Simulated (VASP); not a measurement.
VASP ran on this input.

**KPOINTS**
```
Automatic mesh
0
Gamma
6 11 6
0 0 0
```

POSCAR:
```
SiRh
1
    5.4977860073    -0.0000000000     0.0000000000
    0.0000000000     3.0467349304     0.0000000000
    0.0000000000     0.0000000000     6.3293307820
Si Rh
4 4
Direct
  0.1852073204   0.2500000000   0.4434263975
  0.8147926796   0.7500000000   0.5565736025
  0.3147926796   0.7500000000   0.9434263975
  0.6852073204   0.2500000000   0.0565736025
  0.0031237820   0.2500000000   0.7981302322
  0.9968762180   0.7500000000   0.2018697678
  0.4968762180   0.7500000000   0.2981302322
  0.5031237820   0.2500000000   0.7018697678
```

### INCAR
```
LASPH=.TRUE.   # aspherical one-centre terms
LCHARG=.TRUE.
NELM=100
ISIF=2   # forces and stress, cell fixed
LORBIT=11   # lm-projected
PREC=Accurate
LEFG=.TRUE.
ENCUT=400   # plane-wave cut-off (eV)
SYSTEM=SiRh
ISMEAR=-5   # tetrahedra, Bloechl
LREAL=.FALSE.
EDIFF=1E-7   # SCF stop (eV)
NEDOS=601
LWAVE=.FALSE.
ALGO=Normal
LMAXMIX=4
```

POTCAR, in this order: Si Rh_pv (LDA.64 set). Program: vasp_std.

Problem. Translate this LDA calculation to Ansatz.

Solution. One equivalent input (not run):
Ansatz 0.2 input:
```yaml
crystal:
  lattice:
    - [5.4977860, 0.0000000, 0.0000000]
    - [0.0000000, 3.0467349, 0.0000000]
    - [0.0000000, 0.0000000, 6.3293308]
  atoms:
    - { symbol: Si, position: [0.1852073, 0.2500000, 0.4434264] }
    - { symbol: Si, position: [0.8147927, 0.7500000, 0.5565736] }
    - { symbol: Si, position: [0.3147927, 0.7500000, 0.9434264] }
    - { symbol: Si, position: [0.6852073, 0.2500000, 0.0565736] }
    - { symbol: Rh, position: [0.0031238, 0.2500000, 0.7981302] }
    - { symbol: Rh, position: [0.9968762, 0.7500000, 0.2018698] }
    - { symbol: Rh, position: [0.4968762, 0.7500000, 0.2981302] }
    - { symbol: Rh, position: [0.5031238, 0.2500000, 0.7018698] }
kpoints:
  mp_grid: { grid: [6, 11, 6] }
hamiltonian:
  xc: lda
  pseudopotentials: { kind: paw }
scf:
  occupations: { method: tetrahedron }
  max_iter: 100
output: { forces: true, stress: true, eigenvalues: true }
```
What does not carry over: each code has its own PAW files, so the cut-off isn't converted (ENCUT is set for VASP's; basis.ecutwfc is left out, and Ansatz then takes the one that its files recommend); Ansatz stops its SCF on the density residual and VASP on the energy change (EDIFF); Ansatz's lda is the Perdew-Wang form, while the LDA potentials of VASP carry Perdew-Zunger's; the field gradients of LEFG aren't asked of the other code.

The structure comes from a computed database's SiRh entry (Pnma); how it stands against other phases isn't given here. It was relaxed first.
